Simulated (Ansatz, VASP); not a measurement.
# Mg (Magnesium) in two plane-wave programs, part 2 of 2

Wanted: the spread between two codes on one cell, functional and k mesh. The cell is taken from a series of runs on this material, whose earlier steps may have relaxed, scaled, displaced or heated it; both programs get it as it stands.

VASP 6.6.1 and Ansatz 0.2.0.

So far: Starting point; VASP: zone-centre phonons, LDA, pair 1; Ansatz: zone-centre phonons, LDA, pair 1; Differences.

### 5. VASP: zone-centre phonons, LDA, pair 2

Level of this step: LDA; plane waves and PAW (Mg) (VASP).

Second derivatives magnify differences that forces hide, and they need a tight electronic threshold. The cell compared in this pair holds 43.85 Å³, against 43.67 Å³ for the pair before.

The input, INCAR:

```
SYSTEM = Mg
PREC = Accurate
ENCUT = 600
EDIFF = 1E-08
NELM = 120
ISMEAR = 1
SIGMA = 0.2
LREAL = .FALSE.
ALGO = Normal
GGA = CA
NBANDS = 8
LORBIT = 11
LWAVE = .FALSE.
LCHARG = .FALSE.
ISIF = 2
IBRION = 8
LASPH = .TRUE.
GGA_COMPAT = .FALSE.
KPAR = 2
```

The input, POSCAR:

```
Mg
1.0
    3.1801716171      0.0000000000      0.0000000000
   -1.5900858086      2.7541094088      0.0000000000
    0.0000000000      0.0000000000      5.0066388624
Mg
2
Direct
    0.3333333333      0.6666666667      0.2500000000
    0.6666666667      0.3333333333      0.7500000000
```

The input, KPOINTS:

```
Automatic mesh
0
Gamma
15 15 8
0 0 0
```

Potentials, in the order of the species: Mg (LDA family, release 64).

Run with:

```console
$ mpirun -np 2 vasp_std
```

Numbers of over 12 decimals in the logs are rounded to 6 here.

The log of the run:

```text
[... set-up lines as in an earlier step ...]
 entering main loop
       N       E                     dE             d eps       ncg     rms          rms(c)
DAV:   1    -0.969804861146E+00   -0.96980E+00   -0.14123E+03  2160   0.397E+02
DAV:   2    -0.362426449214E+01   -0.26545E+01   -0.25723E+01  2896   0.232E+01
DAV:   3    -0.363851528209E+01   -0.14251E-01   -0.14177E-01  2952   0.221E+00
DAV:   4    -0.363854263434E+01   -0.27352E-04   -0.27350E-04  3032   0.812E-02
[...]
DAV:   9    -0.361767347389E+01    0.10415E-05   -0.68227E-07  2536   0.425E-03    0.605E-04
DAV:  10    -0.361767346301E+01    0.10873E-07   -0.24009E-09  3264   0.349E-04    0.118E-04
DAV:  11    -0.361767346334E+01   -0.32118E-09   -0.82820E-11  1648   0.732E-05
   1 F= -.36176735E+01 E0= -.36170525E+01  d E =-.186303E-02
 Linear response reoptimize wavefunctions to high precision
DAV:   1    -0.361767346334E+01   -0.28564E-11   -0.29052E-12  2000   0.101E-05
 Linear response DOF=           2
 Linear response progress:
  Degree of freedom:   1/  2
[...]
RMM:   8    -0.134954752268E-02    0.21245E-08    0.90446E-11 13611   0.292E-06    0.324E-07
 first order change of Fermi-energy  -0.32771E-07
 force on displaced ion       1 direction 1 :  -0.813   0.000   0.000
 Linear response progress:
  Degree of freedom:   2/  2
       N       E                     dE             d eps       ncg     rms          rms(c)
RMM:   1    -0.618665866721E-02   -0.61867E-02   -0.53856E-03  6838   0.297E-01
RMM:   2    -0.403331598611E-02    0.21533E-02    0.10458E-04  4760   0.390E-02    0.311E-02
RMM:   3    -0.402875125066E-02    0.45647E-05    0.39480E-05  4760   0.128E-02    0.140E-02
RMM:   4    -0.406791855760E-02   -0.39167E-04   -0.11684E-07  4838   0.681E-03    0.519E-03
RMM:   5    -0.406912946971E-02   -0.12109E-05   -0.96405E-07  4884   0.267E-03    0.241E-04
RMM:   6    -0.406946139443E-02   -0.33192E-06    0.38253E-07  4967   0.271E-04    0.137E-04
RMM:   7    -0.406960587551E-02   -0.14448E-06   -0.21369E-08  5071   0.798E-05    0.677E-06
RMM:   8    -0.406964135220E-02   -0.35477E-07    0.50218E-08  5178   0.112E-05    0.240E-06
RMM:   9    -0.406963557773E-02    0.57745E-08    0.53661E-09  4892   0.340E-06    0.693E-07
 first order change of Fermi-energy  -0.20943E-05
 force on displaced ion       1 direction 3 :  -0.000  -0.000  -3.039
 Linear response finished
```

Parts of OUTCAR (step 5):

```text
  Total       -0.3178218     -0.3178218     -0.0864881      0.0000000      0.0000000      0.0000000
  in kB      -11.6122473    -11.6122473     -3.1600141      0.0000000      0.0000000      0.0000000
  external PRESSURE =      -8.7948362 kB  Pullay stress =       0.0000000 kB

 POSITION                                       TOTAL-FORCE (eV/Angst)
 -----------------------------------------------------------------------------------
     -0.00000      1.83607      1.25166        -0.000000      0.000000      0.000000
      1.59009      0.91804      3.75498         0.000000      0.000000      0.000000
 -----------------------------------------------------------------------------------
    total drift:                               -0.000000      0.000000     -0.000000

[... 1 part as in an earlier step ...]

[... 1 further part left out ...]
```

### 6. Ansatz: zone-centre phonons, LDA, pair 2

The same cell, functional (in two slightly different forms), mesh and smearing now go to Ansatz, which takes its cutoff from its data sets.

The cell is taken from a series of runs on this material, whose earlier steps may have relaxed, scaled, displaced or heated it; both programs get it as it stands.

The input, input.yaml:

```yaml
crystal:
  lattice:
    - [3.1801716171, 0.0, 0.0]
    - [-1.5900858086, 2.7541094088, 0.0]
    - [0.0, 0.0, 5.0066388624]
  atoms:
    - { symbol: Mg, position: [0.3333333333, 0.6666666667, 0.25] }
    - { symbol: Mg, position: [0.6666666667, 0.3333333333, 0.75] }
kpoints:
  mp_grid: { grid: [15, 15, 8] }
hamiltonian:
  xc: lda
  pseudopotentials: { kind: paw, azcp: { folder: soft_1 }, xc_functional: pbe }
scf:
  occupations: { method: methfessel_paxton, width: 0.2 }
output:
  eigenvalues: true
phonons:
  method: dfpt
```

Run with:

```console
$ ansatz run input.yaml --threads 4 --pin off --max-ram 10240MiB --backend cpu --events-out ev --progress --plain --runs-dir out
```

The log of the run:

```text
[...]
Crystal: 2 atoms, lattice volume = 43.851 Å³
Basis set: ecut = 420 eV, 857 PW (Γ), exchange–correlation on 48×48×72 points (8 copies of the dense FFT grid, shifted against one another)
Bands: 14, of which v1, the nominal top of the filled ones, is band 10 counted from 1 (9 counted from 0)
Symmetry: 24 space group operations
k-points: 320 of 1800 (irreducible under 4 space group operations, time reversal used)
[...]
k-point 1: bands = [... 6 lower, -36.8897, -36.8894, -1.2255, 3.1641, 6.0575, 16.6911, 16.6911, 16.7386]
  k-point 2: bands = [... 6 lower, -36.8905, -36.8905, -0.9433, 2.0037, 7.6958, 15.5749, 16.9053, 16.9053]
  k-point 319: bands = [... 6 lower, -36.8961, -36.8961, 3.3263, 3.3263, 8.2301, 8.2301, 9.6999, 9.6999]
[...]
ASR residual: 2.569e-6 → 0.000e0 eV/Å²; symmetrization residual: 1.954e-10 eV/Å²
  ASR residual per site (eV/Å²): 2.57e-6 2.57e-6
  Γ frequencies (cm⁻¹): 0.00 0.00 0.00 134.36 134.36 260.13
[...]
[key lines of the parts left out:]
SCF converged after 7 iterations
Free energy (F): -3803.206215 eV
Fermi energy:    5.785221 eV
```

### 7. Side by side

What differs besides the data sets and the points named for the pairs above, as far as they apply: the data sets hold 20 valence electrons in Ansatz (on its PAW soft_1 files) and 4 in VASP. Total energies have different zeros and are not compared.

Both answers:

| quantity | Ansatz | VASP | difference |
| --- | --- | --- | --- |
| optical mode 1 to 2 (cm⁻¹) | 134.4 | 134.8 | -0.36 % |
| optical mode 3 (cm⁻¹) | 260.1 | 260.8 | -0.25 % |

Modes are paired by rising frequency, not by their patterns, so a pair may set unlike modes beside each other; they are those without the splitting of longitudinal modes.

### 8. Summary of results

```
r.m.s. difference of the optical zone-centre modes, each program's sorted by frequency (zone-centre phonons, LDA, pair 1) : 0.59 cm⁻¹
r.m.s. difference of the optical zone-centre modes, each program's sorted by frequency (zone-centre phonons, LDA, pair 2) : 0.55 cm⁻¹
```

The r.m.s. difference of the optical zone-centre modes, each program's sorted by frequency is 0.59 cm⁻¹ (zone-centre phonons, LDA, pair 1). The data sets hold unlike numbers of valence electrons (20 in Ansatz and 4 in VASP), so part of the differences comes from the potentials. How closely two codes agree says nothing of how well the functional describes the real material.

[Lines on the potential files, build, host, timing and source positions are cut from VASP's logs without a mark.]

[Logs are printed without paths, hosts, clocks, repeated set-up lines and the standing remarks that a program may print on its own settings, such as how far it seeks lower states.]

[Hosts, paths, dates, database ids (printed as entryN), source tags and the programs' standing remarks are cut or masked in the printed files.]
